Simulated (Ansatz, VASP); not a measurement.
# One calculation of PPt, two programs

```
Pt P
1.0
     0.00000    2.50914    2.50914
     2.50914    0.00000    2.50914
     2.50914    2.50914    0.00000
Pt P
1 1
Direct
  0.50000 0.50000 0.50000
  0.00000 0.00000 0.00000
```

Alike in both runs: task single point; functional PBEsol; k mesh 12 × 12 × 12; occupations gaussian, width 0.05 eV; no spin polarisation.

```csv
,VASP,Ansatz
version,VASP 6.6.1,Ansatz 0.2.0
potentials or method,"VASP PAW PBE potentials, release 64 (Pt, P)","scalar-relativistic, plane waves, PAW"
plane-wave cutoff (eV),520,420
valence electrons in the cell,15,23
```

|  | VASP | Ansatz | Ansatz less VASP |
| --- | --- | --- | --- |
| gap on the k mesh at the Fermi level (eV) | none | none | - |
| pressure (GPa) | -6.1 | -6.1 | +0.04 |

A gap of «none» marks a metal or a gap that the smearing closes. The functional is the same, so the differences come from potentials, cutoffs and numerics. The two sets of potentials don't hold the same shells in valence.

Caveats: the PAW data sets were made with another functional, which shifts forces and pressure a little (VASP). The runs have no spin-orbit coupling, so splittings on Pt are missing.
